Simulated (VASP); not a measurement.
The input files of a VASP run:

File KPOINTS:
```
Automatic mesh
0
Gamma
10 10 10
0 0 0
```

File POSCAR:
```
NaH
1
    0.0000000000     2.3488999841     2.3488999841
    2.3488999841     0.0000000000     2.3488999841
    2.3488999841     2.3488999841     0.0000000000
Na H
1 1
Direct
  0.0000000000   0.0000000000   0.0000000000
  0.5000000000   0.5000000000   0.5000000000
```

INCAR:
```
GGA  =  PE   ! PBE
ENCUT  =  520
SYSTEM  =  NaH
EDIFF  =  1E-7   ! SCF stop (eV)
ALGO  =  Normal
LASPH  =  .TRUE.   ! aspherical one-centre terms
NELM  =  100   ! most electronic steps
LREAL  =  .FALSE.   ! projection in real space or not
SIGMA  =  0.05
ISIF  =  2   ! forces and stress, cell fixed
ISMEAR  =  0   ! Gaussian
LWAVE  =  .FALSE.
LCHARG  =  .FALSE.
PREC  =  Accurate
IVDW  =  13
```

POTCAR, in this order: Na_pv H (PBE.64 set). Program: vasp_std.

Problem. Write an equivalent input for Ansatz.

Solution. One equivalent input (not run):
Ansatz 0.2 input:
```yaml
crystal:
  lattice:
    - [0.0000000, 2.3489000, 2.3489000]
    - [2.3489000, 0.0000000, 2.3489000]
    - [2.3489000, 2.3489000, 0.0000000]
  atoms:
    - { symbol: Na, position: [0.0000000, 0.0000000, 0.0000000] }
    - { symbol: H, position: [0.5000000, 0.5000000, 0.5000000] }
kpoints:
  mp_grid: { grid: [10, 10, 10] }
hamiltonian:
  xc: pbe
  dispersion: d4
  pseudopotentials: { kind: paw }
scf:
  occupations: { method: gaussian, width: 0.05 }
  max_iter: 100
output: { forces: true, stress: true, eigenvalues: true }
```
The two are equivalent in intent, not identical: each code has its own PAW files, so the cut-off isn't converted (ENCUT is set for VASP's; basis.ecutwfc is left out, and Ansatz then takes the one that its files recommend); Ansatz stops its SCF on the density residual and VASP on the energy change (EDIFF).

The compound is NaH in the rock salt structure. This cell is one point of a volume scan, at 0.94 of the reference volume.
